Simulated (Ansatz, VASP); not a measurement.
## Ga2Te2O in VASP and in Ansatz

Contents of INCAR:

```
ALGO = Normal ; EDIFF = 1E-6
ENCUT = 520 ; GGA = PE
ISIF = 2 ; ISMEAR = 0
LASPH = T ; LCHARG = F
LREAL = F ; LWAVE = F
NBANDS = 30 ; NELM = 60
PREC = Accurate ; SIGMA = 0.1
```

Contents of KPOINTS:

```
k-points
0
Gamma
  6 6 4
```

The input POSCAR:

```
Ga2Te2O
1.0
    5.4506138900      0.0000000000      0.0000000000
   -2.7253069400      4.7203700900      0.0000000000
    0.0000000000      0.0000000000      5.3956122400
Ga Te O
2 2 1
Direct
    0.0000000000      0.0000000000      0.2244016900
    0.0000000000      0.0000000000      0.7755983100
    0.3333333300      0.6666666700      0.0000000000
    0.6666666700      0.3333333300      0.0000000000
    0.0000000000      0.0000000000      0.5000000000
```

Input for Ansatz:

```yaml
crystal:
  lattice:
    - [5.45061389, 0.0, 0.0]
    - [-2.72530694, 4.72037009, 0.0]
    - [0.0, 0.0, 5.39561224]
  atoms:
    - { symbol: Ga, position: [0.0, 0.0, 0.22440169] }
    - { symbol: Ga, position: [0.0, 0.0, 0.77559831] }
    - { symbol: Te, position: [0.33333333, 0.66666667, 0.0] }
    - { symbol: Te, position: [0.66666667, 0.33333333, 0.0] }
    - { symbol: O, position: [0.0, 0.0, 0.5] }
basis:
  ecutwfc: 420
kpoints:
  mp_grid: { grid: [6, 6, 4] }
hamiltonian:
  xc: pbe
scf:
  occupations: { method: gaussian, width: 0.1 }
  lower_state_search: "off"
output:
  forces: true
  stress: true
  eigenvalues: true
```

Alike in both runs: task single point; functional PBE; k mesh 6 × 6 × 4; occupations gaussian, width 0.1 eV; no spin polarisation.

```csv
,VASP,Ansatz
version,VASP 6.6.1,Ansatz 0.2.0
potentials or method,"VASP PAW PBE potentials, release 64 (Ga_d, Te, O)","scalar-relativistic, plane waves, PAW"
plane-wave cutoff (eV),520,420
valence electrons in the cell,44,64
```

```csv
,VASP,Ansatz,Ansatz less VASP
gap on the k mesh at the Fermi level (eV),none,none,-
pressure (GPa),16.3,16.9,+0.67
largest component of the traceless stress (GPa),30.83,32.02,+1.181
rms of the force components (eV/Å),5.425,5.630,+0.2047
```

Atom by atom the forces differ by 0.205 eV/Å (rms over components). A gap of «none» marks a metal or a gap that the smearing closes. The two sets of potentials don't hold the same shells in valence.

Caveats: so large a pressure means that the cell lies far from this level's equilibrium, or that cutoff or potentials fall short (VASP); forces of over 1 eV/Å show positions far from the minimum, so gaps and moduli don't describe the material at rest. Spin-orbit coupling is left out, which matters for the levels of Te.
